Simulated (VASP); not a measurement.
A convergence study with VASP on ZnS (wurtzite): one setting is varied, all else stays as given below, so the limit is that of these other settings. Each run relaxes cell and ions; the cell shown is the tightest run's result. The basis is that of the starting cell, so low cut-offs carry a Pulay error.

```xyz
4
Lattice="1.9246 -3.3336 0.0000 1.9246 3.3336 0.0000 0.0000 0.0000 6.3085" Properties=species:S:1:pos:R:3 pbc="T T T"
Zn     1.9246    -1.1112     3.1552
Zn     1.9246     1.1112     0.0009
S      1.9246    -1.1112     5.5190
S      1.9246     1.1112     2.3647
```

Computed with PBE GGA, VASP's PBE PAW potentials (set 64) (plane waves; VASP). The tightest run used: 700 eV cut-off, 6×6×3 Γ-centred mesh, Gaussian smearing of 0.050 eV, potentials Zn S.

The reference is ENCUT = 700, which took about 4 core-minutes. Times come from single runs on busy shared machines, so they are rough: good to a factor of about 2.

### Question
Of the settings ENCUT = 200; ENCUT = 250; ENCUT = 300; ENCUT = 350; ENCUT = 400; ENCUT = 450; ENCUT = 500; ENCUT = 550; ENCUT = 600; ENCUT = 650; ENCUT = 700, which is the lowest that keeps the difference from the reference in relaxed volume (Å³/atom) within 0.05 from there on, and what does it cost?

### Answer
ENCUT = 450; its cost over the reference is within a factor of 2.
| setting | difference in relaxed volume (Å³/atom) | cost over the reference |
|---|---|---|
| ENCUT = 200 | 3.305 | within a factor of 2 |
| ENCUT = 250 | 0.977 | about 1/3 |
| ENCUT = 300 | 0.083 | about 1/3 |
| ENCUT = 350 | 0.061 | about 1/3 |
| ENCUT = 400 | 0.069 | about 1/2 |
| ENCUT = 450 | 0.035 | within a factor of 2 |
| ENCUT = 500 | 0.008 | within a factor of 2 |
| ENCUT = 550 | 0.004 | within a factor of 2 |
| ENCUT = 600 | 0.015 | within a factor of 2 |
| ENCUT = 650 | 0.006 | within a factor of 2 |
| ENCUT = 700 | 0.000 | reference |

Left out are rungs that failed or repeat a setting and relaxations that didn't move; long series are thinned to 24 rows.

The compound is ZnS in the wurtzite structure, the high-temperature form.
